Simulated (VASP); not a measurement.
Output of a VASP run:

### OSZICAR
```
       N       E                     dE             d eps       ncg     rms          rms(c)
DAV:   1     0.198377932691E+03    0.19838E+03   -0.17155E+04   552   0.175E+03
DAV:   2    -0.332575179788E+02   -0.23164E+03   -0.22506E+03   626   0.417E+02
DAV:   3    -0.431523815286E+02   -0.98949E+01   -0.98735E+01   588   0.979E+01
DAV:   4    -0.432017534695E+02   -0.49372E-01   -0.49363E-01   602   0.678E+00
DAV:   5    -0.432019253555E+02   -0.17189E-03   -0.17188E-03   584   0.378E-01    0.860E+00
DAV:   6    -0.334929982939E+02    0.97089E+01   -0.53172E+00   552   0.499E+01    0.101E+01
DAV:   7    -0.335029551670E+02   -0.99569E-02   -0.22198E+00   561   0.166E+01    0.458E+00
DAV:   8    -0.346824562859E+02   -0.11795E+01   -0.58140E-01   544   0.107E+01    0.222E+00
DAV:   9    -0.332657123668E+02    0.14167E+01   -0.44684E-01   544   0.777E+00    0.768E-01
DAV:  10    -0.336858965258E+02   -0.42018E+00   -0.46304E-01   544   0.703E+00    0.241E-01
DAV:  11    -0.337177278139E+02   -0.31831E-01   -0.12007E-02   544   0.148E+00    0.196E-01
DAV:  12    -0.337050158612E+02    0.12712E-01   -0.18650E-02   544   0.175E+00    0.278E-01
DAV:  13    -0.337229352208E+02   -0.17919E-01   -0.10839E-02   546   0.131E+00    0.690E-02
DAV:  14    -0.337235741716E+02   -0.63895E-03   -0.23749E-04   572   0.181E-01    0.362E-02
DAV:  15    -0.337237532666E+02   -0.17909E-03   -0.55998E-05   548   0.905E-02    0.236E-02
DAV:  16    -0.337239369164E+02   -0.18365E-03   -0.16425E-04   546   0.150E-01    0.139E-02
DAV:  17    -0.337239639177E+02   -0.27001E-04   -0.29422E-05   547   0.624E-02    0.379E-03
DAV:  18    -0.337239649626E+02   -0.10448E-05   -0.74100E-07   552   0.120E-02    0.193E-03
DAV:  19    -0.337239651271E+02   -0.16456E-06   -0.35065E-07   563   0.776E-03    0.134E-03
DAV:  20    -0.337239659100E+02   -0.78290E-06   -0.14956E-07   418   0.466E-03    0.488E-04
DAV:  21    -0.337239657718E+02    0.13823E-06   -0.78949E-09   276   0.111E-03    0.231E-04
DAV:  22    -0.337239658425E+02   -0.70698E-07   -0.98001E-10   274   0.466E-04
   1 F= -.33723966E+02 E0= -.33723966E+02  d E =-.134619E-13
```

OUTCAR:
```
------------------------ aborting loop because EDIFF is reached ----------------------------------------
  FORCE on cell =-STRESS in cart. coord.  units (eV):
  Direction    XX          YY          ZZ          XY          YZ          ZX
  --------------------------------------------------------------------------------------
  Total       -0.4566326     -0.4566326     -0.4566326      0.0000000     -0.0000000      0.0000000
  in kB      -18.2746130    -18.2746130    -18.2746130      0.0000000     -0.0000000      0.0000000
  external PRESSURE =     -18.2746130 kB  Pullay stress =       0.0000000 kB
  volume of cell :       40.03
      direct lattice vectors                 reciprocal lattice vectors
     0.000000000  2.715187166  2.715187166    -0.184149368  0.184149368  0.184149368
     2.715187166  0.000000000  2.715187166     0.184149368 -0.184149368  0.184149368
     2.715187166  2.715187166  0.000000000     0.184149368  0.184149368 -0.184149368
 POSITION                                       TOTAL-FORCE (eV/Angst)
 -----------------------------------------------------------------------------------
      0.00000      0.00000      0.00000         0.000000     -0.000000      0.000000
      1.35759      1.35759      1.35759        -0.000000      0.000000     -0.000000
      4.07278      4.07278      4.07278         0.000000     -0.000000     -0.000000
 -----------------------------------------------------------------------------------
    total drift:                                0.000000     -0.000000      0.000000
  FREE ENERGIE OF THE ION-ELECTRON SYSTEM (eV)
  ---------------------------------------------------
  free  energy   TOTEN  =       -33.7239658425 eV

  energy  without entropy=      -33.7239658425  energy(sigma->0) =      -33.72396584
```
(Selected blocks of OUTCAR.)

**POSCAR**
```
CdF2
1
    0.0000000000     2.7151871656     2.7151871656
    2.7151871656     0.0000000000     2.7151871656
    2.7151871656     2.7151871656     0.0000000000
Cd F
1 2
Direct
  0.0000000000   0.0000000000   0.0000000000
  0.2500000000   0.2500000000   0.2500000000
  0.7500000000   0.7500000000   0.7500000000
```

Problem. Write an INCAR and KPOINTS that could have produced this output.

Solution. One answer among several that fit: the input of the run itself, r2SCAN meta-GGA, plane waves, VASP's PBE PAW potentials (set 64).

KPOINTS:
```
Automatic mesh
0
Gamma
6 6 6
0 0 0
```

**INCAR**
```
# general
SYSTEM   =  CdF2
PREC     =  Accurate
ENCUT    =  600
LREAL    =  .False.
LASPH    =  .True.   # aspherical one-centre terms

# electronic loop
EDIFF    =  1E-7
NELM     =  100
ALGO     =  Normal   # blocked Davidson
LMAXMIX  =  4   # l cut-off of mixed one-centre charges
LMIXTAU  =  .True.

# smearing
ISMEAR   =  0   # Gaussian
SIGMA    =  0.05   # width (eV)

# functional
METAGGA  =  R2SCAN

# ions
ISIF     =  2   # forces and stress, cell fixed

# output
LWAVE    =  .False.
LCHARG   =  .False.
```

POTCAR, in this order: Cd F (PBE.64 set). Program: vasp_std.

The compound is CdF2 in the fluorite structure. This cell was strained or had an atom moved on purpose.
